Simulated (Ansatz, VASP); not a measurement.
## Si3Ge (amorphous Si0.75Ge0.25): VASP beside Ansatz

Aim: how closely do two programs agree when they are given the same cell, functional and k mesh? The structure shown is the start of the Ansatz relaxation below; VASP solves that cell, so the two are compared at the walk's first step.

Program: Ansatz 0.2.0. Level of theory: plane waves, with VASP 6.6.1 beside it; single point at PBE. Results are calculated unless marked as measured.

**1. Starting point**

The cell holds 72 atoms: 54 Si and 18 Ge. Cell: a = 11.522 Å, b = 11.522 Å, c = 11.522 Å, α = 90.0°, β = 90.0°, γ = 90.0°. As first built, before any earlier steps moved the atoms (in the runner's words): 72 atoms (54 Si, 18 Ge) placed at random at 3.07 g/cm^3, melted at 3500 K for 10 ps at fixed volume with the Tersoff potential (Tersoff, Phys. Rev. B 39, 5566 (1989)). Quenched from 3500 K to 300 K at 20 K/ps and fixed volume, annealed at 800 K for 20 ps, held 5 ps, then minimised at fixed cell.

**2. Ansatz: relaxation, PBE**

Ansatz runs on its default PAW (the set named soft_2) files.

The two programs are compared at the cell with which this relaxation starts, whose forces are those of its first step.

Contents of input.yaml:

```yaml
crystal:
  lattice:
    - [11.5219, 0.0, 0.0]
    - [0.0, 11.5219, 0.0]
    - [0.0, 0.0, 11.5219]
  atoms:
    - { symbol: Si, position: [0.75753, 0.66012, 0.1195] }
    - { symbol: Si, position: [0.67116, 0.46482, 0.10451] }
    - { symbol: Si, position: [0.27832, 0.66869, 0.56974] }
    - { symbol: Si, position: [0.39242, 0.9058, 0.35245] }
    - { symbol: Si, position: [0.02177, 0.43455, 0.37732] }
    - { symbol: Si, position: [0.17319, 0.11759, 0.23488] }
    - { symbol: Si, position: [0.23004, 0.15927, 0.43261] }
    - { symbol: Si, position: [0.30908, 0.97723, 0.18097] }
    - { symbol: Si, position: [0.80563, 0.31604, 0.14822] }
    - { symbol: Si, position: [0.23062, 0.82122, 0.44294] }
    - { symbol: Si, position: [0.63331, 0.99604, 0.18208] }
    - { symbol: Si, position: [0.35223, 0.92662, 0.75108] }
    - { symbol: Si, position: [0.41746, 0.73254, 0.70688] }
    - { symbol: Si, position: [0.66601, 0.9626, 0.82871] }
    - { symbol: Si, position: [0.51819, 0.38761, 0.22417] }
    - { symbol: Si, position: [0.48044, 0.94687, 0.91046] }
    - { symbol: Si, position: [0.60054, 0.96718, 0.39088] }
    - { symbol: Si, position: [0.66821, 0.76896, 0.44404] }
    - { symbol: Si, position: [0.9371, 0.71023, 0.21828] }
    - { symbol: Si, position: [0.97179, 0.85584, 0.0708] }
    - { symbol: Si, position: [0.08412, 0.13062, 0.8423] }
    - { symbol: Si, position: [0.11374, 0.81438, 0.9321] }
    - { symbol: Si, position: [0.61976, 0.73832, 0.64212] }
    - { symbol: Si, position: [0.95098, 0.04896, 0.11804] }
    - { symbol: Si, position: [0.0501, 0.52602, 0.19983] }
    - { symbol: Si, position: [0.94164, 0.4918, 0.90182] }
    - { symbol: Si, position: [0.98126, 0.38295, 0.06846] }
    - { symbol: Si, position: [0.0947, 0.62879, 0.65162] }
    - { symbol: Si, position: [0.40386, 0.54674, 0.28977] }
    - { symbol: Si, position: [0.09141, 0.20253, 0.05029] }
    - { symbol: Si, position: [0.89285, 0.17138, 0.76692] }
    - { symbol: Si, position: [0.4393, 0.61568, 0.88125] }
    - { symbol: Si, position: [0.7302, 0.14565, 0.88964] }
    - { symbol: Si, position: [0.14369, 0.94768, 0.76866] }
    - { symbol: Si, position: [0.46384, 0.05936, 0.08259] }
    - { symbol: Si, position: [0.44938, 0.77327, 0.00849] }
    - { symbol: Si, position: [0.25641, 0.80333, 0.08272] }
    - { symbol: Si, position: [0.43671, 0.25676, 0.71966] }
    - { symbol: Si, position: [0.45294, 0.06979, 0.64256] }
    - { symbol: Si, position: [0.75205, 0.26882, 0.48709] }
    - { symbol: Si, position: [0.24637, 0.59661, 0.16795] }
    - { symbol: Si, position: [0.43375, 0.10727, 0.4416] }
    - { symbol: Si, position: [0.48611, 0.40257, 0.5799] }
    - { symbol: Si, position: [0.79408, 0.44501, 0.59313] }
    - { symbol: Si, position: [0.93895, 0.94578, 0.49182] }
    - { symbol: Si, position: [0.33704, 0.49649, 0.47615] }
    - { symbol: Si, position: [0.81399, 0.0924, 0.588] }
    - { symbol: Si, position: [0.60464, 0.79125, 0.13932] }
    - { symbol: Si, position: [0.767, 0.12331, 0.08785] }
    - { symbol: Si, position: [0.626, 0.52616, 0.6725] }
    - { symbol: Si, position: [0.14237, 0.76017, 0.26604] }
    - { symbol: Si, position: [0.8698, 0.75545, 0.41182] }
    - { symbol: Si, position: [0.60928, 0.49511, 0.88547] }
    - { symbol: Si, position: [0.18441, 0.35696, 0.47101] }
    - { symbol: Ge, position: [0.26204, 0.32277, 0.986] }
    - { symbol: Ge, position: [0.23555, 0.27456, 0.78252] }
    - { symbol: Ge, position: [0.93904, 0.57737, 0.50903] }
    - { symbol: Ge, position: [0.14441, 0.98567, 0.54121] }
    - { symbol: Ge, position: [0.10154, 0.61741, 0.8628] }
    - { symbol: Ge, position: [0.50943, 0.73012, 0.3111] }
    - { symbol: Ge, position: [0.88889, 0.27936, 0.33661] }
    - { symbol: Ge, position: [0.98101, 0.8212, 0.67741] }
    - { symbol: Ge, position: [0.78067, 0.61842, 0.91588] }
    - { symbol: Ge, position: [0.9803, 0.08533, 0.32409] }
    - { symbol: Ge, position: [0.92578, 0.37215, 0.73303] }
    - { symbol: Ge, position: [0.5528, 0.2853, 0.41446] }
    - { symbol: Ge, position: [0.12204, 0.40946, 0.66261] }
    - { symbol: Ge, position: [0.78479, 0.78667, 0.78076] }
    - { symbol: Ge, position: [0.266, 0.53371, 0.96717] }
    - { symbol: Ge, position: [0.56834, 0.28633, 0.88178] }
    - { symbol: Ge, position: [0.63911, 0.9714, 0.61426] }
    - { symbol: Ge, position: [0.45106, 0.26396, 0.06001] }
kpoints:
  mp_grid: { grid: [1, 1, 1] }
hamiltonian:
  xc: pbe
scf:
  occupations: { method: fermi_dirac, width: 0.025 }
output:
  forces: true
relax:
  f_tol: 0.04
  max_steps: 250
  cell: {}
```

Run with:

```bash
ansatz run input.yaml --threads 4 --pin off --max-ram 8192MiB --backend cpu --events-out ev --progress --plain --runs-dir out
```

Numbers of over 12 decimals in the logs are rounded to 6 here.

The log of the run:

```text
Engine: ansatz 0.2.0, aarch64-unknown-linux-gnu
Pseudopotentials: kind: paw
Pseudopotential: Si, paw, valence charge 4, recommended cutoff 420 eV (normal), Si.paw.azcp
Pseudopotential: Ge, paw, valence charge 14, recommended cutoff 420 eV (normal), Ge.paw.azcp
Functional definition: PBE
  parameter kappa = 0.804
  parameter beta = 0.066725
  exchange = pbe_x(kappa = kappa, mu = beta*pi^2/3)
  correlation = pbe_c(beta = beta)
Crystal: 72 atoms, lattice volume = 1529.580 Å³
Basis set: ecut = 420 eV, 29855 PW (Γ), exchange–correlation on 160×160×160 points (8 copies of the dense FFT grid, shifted against one another)
Bands: 306, of which v1, the nominal top of the filled ones, is band 234 counted from 1 (233 counted from 0)
Symmetry: 1 space group operations
Space group: P1 (ITA 1), of the structure as read, at distance tolerance 1.2e-4 Å
k-points: 1
Non-local potential: Si, projectors of the file, l = 0: 2, l = 1: 2, l = 2: 2
Non-local potential: Ge, projectors of the file, l = 0: 2, l = 1: 2, l = 2: 3, l = 3: 1
PAW form: soft (Blöchl's): semilocal exchange-correlation on the pseudo side does not see the compensation charge
PAW one-centre angular grid: Si, 110 points (default); XC on 64 Gauss nodes
PAW one-centre angular grid: Ge, 590 points (default); XC on 64 Gauss nodes
Initial density: superposition of atomic densities (neutral atoms: chi_scale 0, normalization atom), corrected by the library's trained network
Initial wavefunctions: pseudopotential atomic-orbital guess
Functional: x = pbe(κ = 0.804, μ = 0.219515), c = pbe(β = 0.066725)
SCF iter   1: F=—  HF=-111624.986538 eV  |F-HF|=—  |Δ(HF+E_count)|=         —  Δρ=4.02e-3  dr2=8.95e-1  ethr=1.77e-3  ⟨swp⟩=6.0  Hψ=1252  notcnv=0  defer=17
preconditioner: auto → LDOS  [insulator: Δε(μ)=0.179 eV  Ē_g=7.579 eV  σ=0.025 eV  W_gap=0.95  n_scr=256 (ndim 8)  ℏωp=16.1 eV  f_vac=0.010  D(μ)=4.57/eV (n_scr^D=6)  ε∞_Penn≈5.5  β→1.0]
SCF iter   2: F=—  HF=-111624.991238 eV  |F-HF|=—  |Δ(HF+E_count)|=   4.70e-3  Δρ=3.08e-3  dr2=1.16e0  ethr=1.91e-4  ⟨swp⟩=3.0  Hψ=462  notcnv=0  defer=59
SCF iter   3: F=—  HF=-111624.861950 eV  |F-HF|=—  |Δ(HF+E_count)|=   1.29e-1  Δρ=7.64e-4  dr2=4.53e-2  ethr=1.91e-4  ⟨swp⟩=3.0  Hψ=351  notcnv=0  defer=59
SCF iter   4: F=—  HF=-111624.859692 eV  |F-HF|=—  |Δ(HF+E_count)|=   2.26e-3  Δρ=2.66e-4  dr2=3.36e-3  ethr=9.67e-6  ⟨swp⟩=2.0  Hψ=308  notcnv=0  defer=59
SCF iter   5: F=—  HF=-111624.859473 eV  |F-HF|=—  |Δ(HF+E_count)|=   2.19e-4  Δρ=1.03e-4  dr2=5.68e-4  ethr=7.18e-7  ⟨swp⟩=2.0  Hψ=426  notcnv=0  defer=59
SCF iter   6: F=—  HF=-111624.859381 eV  |F-HF|=—  |Δ(HF+E_count)|=   9.20e-5  Δρ=4.27e-5  dr2=8.72e-5  ethr=1.21e-7  ⟨swp⟩=2.0  Hψ=474  notcnv=0  defer=59
SCF iter   7: F=—  HF=-111624.859390 eV  |F-HF|=—  |Δ(HF+E_count)|=   8.62e-6  Δρ=1.91e-5  dr2=1.64e-5  ethr=1.86e-8  ⟨swp⟩=2.0  Hψ=391  notcnv=0  defer=59
SCF iter   8: F=—  HF=-111624.859388 eV  |F-HF|=—  |Δ(HF+E_count)|=   1.64e-6  Δρ=8.55e-6  dr2=3.03e-6  ethr=3.51e-9  ⟨swp⟩=2.0  Hψ=354  notcnv=0  defer=59
SCF iter   9: F=—  HF=-111624.859388 eV  |F-HF|=—  |Δ(HF+E_count)|=   2.68e-7  Δρ=3.50e-6  dr2=5.26e-7  ethr=6.48e-10  ⟨swp⟩=2.0  Hψ=368  notcnv=0  defer=59
SCF iter  10: F=-111624.859388 eV  HF=-111624.859388 eV  |F-HF|=6.56e-8  |Δ(HF+E_count)|=   2.00e-8  Δρ=1.46e-6  dr2=9.58e-8  ethr=2.14e-11  ⟨swp⟩=4.0  Hψ=908  notcnv=0
SCF 1 converged in 10 iterations: F = -111624.859388 eV  dr2 = 9.58e-8
  greatest PAW one-centre occupation: 0.998 electrons in one spin orbital (limit 2), on the Ge atom at site 61 (counted from 0), in its partial waves of l = 2
relax step   1: F+E_penalty+E_count = -111624.85938756 eV  Δ(F+E_penalty+E_count) = +0.000e0 eV  max|allowed force component| = 9.109e-1 eV/Å  Δτ_max = 0.0000 Å  P = +0.359 GPa  Ω = 1529.580 Å³  (10 SCF iters, dr2 threshold 1.00e-7 eV, accepted)
Crystal: 72 atoms, lattice volume = 1540.258 Å³
Basis set: ecut = 420 eV, 30133 PW (Γ), exchange–correlation on 160×160×160 points (8 copies of the dense FFT grid, shifted against one another)
Initial density: handed on by an earlier stage of this run
Initial wavefunctions: those handed on with the density
iter 1 solved again at ethr=1.58e-4 eV; its pass at ethr=3.10e-3 eV (dr2=7.39e-1 eV) is discarded
SCF iter   1: F=—  HF=-111626.302757 eV  |F-HF|=—  |Δ(HF+E_count)|=         —  Δρ=7.29e-3  dr2=7.57e-1  ethr=1.58e-4  ⟨swp⟩=8.0  Hψ=1437  notcnv=0
preconditioner: auto → Resta (q_TF=auto, 2.237 Å⁻¹)  ε∞=5.5  [insulator: Δε(μ)=0.254 eV  Ē_g=7.557 eV  σ=0.025 eV  W_gap=0.99  n_scr=282 (ndim 8)  ℏωp=16.1 eV  f_vac=0.013  D(μ)=1.09/eV (n_scr^D=0)  ε∞_Penn≈5.5]
SCF iter   2: F=—  HF=-111626.231898 eV  |F-HF|=—  |Δ(HF+E_count)|=   7.09e-2  Δρ=4.07e-3  dr2=1.85e-1  ethr=1.58e-4  ⟨swp⟩=2.0  Hψ=355  notcnv=0  defer=43
SCF iter   3: F=—  HF=-111626.225712 eV  |F-HF|=—  |Δ(HF+E_count)|=   6.19e-3  Δρ=1.08e-3  dr2=6.92e-2  ethr=3.96e-5  ⟨swp⟩=2.0  Hψ=328  notcnv=0  defer=62
[...]
atom  32  Si     0.00195739     0.00298040    -0.00017614
  atom  33  Si    -0.00213686    -0.00139653     0.00017508
  atom  34  Si     0.00632586     0.00150008     0.00336792
  atom  35  Si    -0.00113777    -0.00290301    -0.00324142
  atom  36  Si    -0.00218110     0.00412921     0.00018655
  atom  37  Si    -0.00120323    -0.00748121    -0.00678015
  atom  38  Si    -0.00715650    -0.00211629    -0.00140977
  atom  39  Si    -0.00408168    -0.00663284    -0.00456746
  atom  40  Si     0.00695376     0.00058580     0.00296788
  atom  41  Si     0.00374616    -0.00114876     0.00907188
  atom  42  Si    -0.00248526     0.00732800    -0.00393172
  atom  43  Si     0.00445673     0.00528897     0.00145865
  atom  44  Si     0.00117557    -0.00166531    -0.00547557
  atom  45  Si     0.00495498    -0.00072301     0.00115672
  atom  46  Si     0.00562156     0.00115934     0.00456594
  atom  47  Si    -0.01577158     0.00121741    -0.00488147
  atom  48  Si     0.00315530     0.00008293     0.00356279
  atom  49  Si     0.00555139    -0.00156727     0.00280177
  atom  50  Si     0.00333121     0.00277562    -0.00185040
  atom  51  Si     0.00084327     0.00142132    -0.00702964
  atom  52  Si    -0.01098054     0.00257911    -0.00156247
  atom  53  Si    -0.00405954    -0.00486042     0.00066167
  atom  54  Si    -0.00807657    -0.00640050    -0.00788583
  atom  55  Ge    -0.00202189     0.01515674     0.00479904
[...]
atom  65  Ge     0.00067618     0.00513550    -0.00118301
  atom  66  Ge    -0.00227513    -0.00501334     0.00078011
  atom  67  Ge    -0.00269596     0.00045637    -0.00136738
  atom  68  Ge     0.00638436    -0.00608955     0.00146929
  atom  69  Ge     0.00597943    -0.00906179    -0.01414804
  atom  70  Ge    -0.00144590     0.00084032     0.00100436
  atom  71  Ge     0.00726819     0.00231690    -0.00565201
  atom  72  Ge    -0.00477750     0.00498860     0.00072979
  max |Σ_I F_I| component: 4.80e-6 eV/Å
--- Stress (GPa, compression-positive) ---
        0.005431      -0.013462       0.008024
       -0.013462       0.001952      -0.013041
        0.008024      -0.013041      -0.019426
  P = ⅓ Tr σ = -0.0040 GPa (-0.040 kbar)
--- Relaxed structure (24 steps of the walk, 21 accepted, 2 SCFs on fresh bases) ---
  F+E_penalty+E_count = -111627.46581455 eV   max|allowed force component| = 1.706e-2 eV/Å   (the final SCF, on the basis selected at the relaxed cell)
  cell:  # Å, volume = 1551.0939 Å³
    - [11.629029, 0.069174, 0.018870]
    - [0.069174, 11.246088, 0.144066]
    - [0.018870, 0.144066, 11.862538]
  atoms:
    - { symbol: Si, position: [0.745847, 0.646703, 0.117337] }
    - { symbol: Si, position: [0.684965, 0.461567, 0.184866] }
    - { symbol: Si, position: [0.270155, 0.673993, 0.564013] }
    - { symbol: Si, position: [0.396787, 0.871898, 0.332258] }
    - { symbol: Si, position: [0.034478, 0.440934, 0.376892] }
    - { symbol: Si, position: [0.176843, 0.123402, 0.241927] }
    - { symbol: Si, position: [0.252635, 0.161863, 0.421174] }
    - { symbol: Si, position: [0.303411, 0.970139, 0.180407] }
    - { symbol: Si, position: [0.814747, 0.306778, 0.161748] }
    - { symbol: Si, position: [0.230655, 0.834926, 0.439576] }
    - { symbol: Si, position: [0.618376, 0.992601, 0.176597] }
    - { symbol: Si, position: [0.346498, 0.938479, 0.750575] }
    - { symbol: Si, position: [0.410587, 0.744862, 0.696055] }
    - { symbol: Si, position: [0.668869, 0.954005, 0.852951] }
    - { symbol: Si, position: [0.509195, 0.379125, 0.228188] }
    - { symbol: Si, position: [0.474320, 0.950734, 0.906649] }
    - { symbol: Si, position: [0.566136, 0.975188, 0.369173] }
    - { symbol: Si, position: [0.649659, 0.788341, 0.437453] }
    - { symbol: Si, position: [0.914057, 0.696460, 0.213470] }
    - { symbol: Si, position: [1.010948, 0.844921, 0.112200] }
    - { symbol: Si, position: [0.085712, 0.133668, 0.855085] }
    - { symbol: Si, position: [0.110950, 0.814337, 0.940950] }
    - { symbol: Si, position: [0.613714, 0.751530, 0.632542] }
    - { symbol: Si, position: [0.948023, 0.040728, 0.119131] }
[...]
- { symbol: Si, position: [0.817080, 0.088374, 0.593354] }
    - { symbol: Si, position: [0.600859, 0.786171, 0.137395] }
    - { symbol: Si, position: [0.764483, 0.118499, 0.091966] }
    - { symbol: Si, position: [0.628109, 0.536451, 0.649107] }
    - { symbol: Si, position: [0.161058, 0.793231, 0.247248] }
    - { symbol: Si, position: [0.860084, 0.764612, 0.406177] }
    - { symbol: Si, position: [0.601866, 0.501421, 0.842366] }
    - { symbol: Si, position: [0.189311, 0.356237, 0.477191] }
    - { symbol: Ge, position: [0.259362, 0.321183, 0.989462] }
    - { symbol: Ge, position: [0.240862, 0.275509, 0.790038] }
    - { symbol: Ge, position: [0.939679, 0.583252, 0.503710] }
    - { symbol: Ge, position: [0.149904, 0.998988, 0.542541] }
    - { symbol: Ge, position: [0.086031, 0.619967, 0.861754] }
    - { symbol: Ge, position: [0.514868, 0.699204, 0.302058] }
    - { symbol: Ge, position: [0.906104, 0.278375, 0.341296] }
    - { symbol: Ge, position: [0.987686, 0.822628, 0.683850] }
    - { symbol: Ge, position: [0.765998, 0.598369, 0.922453] }
    - { symbol: Ge, position: [0.989065, 0.074796, 0.313871] }
    - { symbol: Ge, position: [0.920337, 0.362353, 0.734863] }
    - { symbol: Ge, position: [0.568023, 0.297735, 0.421252] }
    - { symbol: Ge, position: [0.116878, 0.396018, 0.663594] }
    - { symbol: Ge, position: [0.778044, 0.779147, 0.784717] }
    - { symbol: Ge, position: [0.259915, 0.537569, 0.959365] }
    - { symbol: Ge, position: [0.568807, 0.291128, 0.876990] }
    - { symbol: Ge, position: [0.645065, 0.982276, 0.654839] }
    - { symbol: Ge, position: [0.453548, 0.271137, 0.059455] }
```

(Part 1 of 2 ends here.)

[Lines on the potential files, build, host, timing and source positions are cut from VASP's logs without a mark.]

[Logs are printed without paths, hosts, clocks, repeated set-up lines and the standing remarks that a program may print on its own settings, such as how far it seeks lower states.]

[Hosts, paths, dates, database ids (printed as entryN), source tags and the programs' standing remarks are cut or masked in the printed files.]
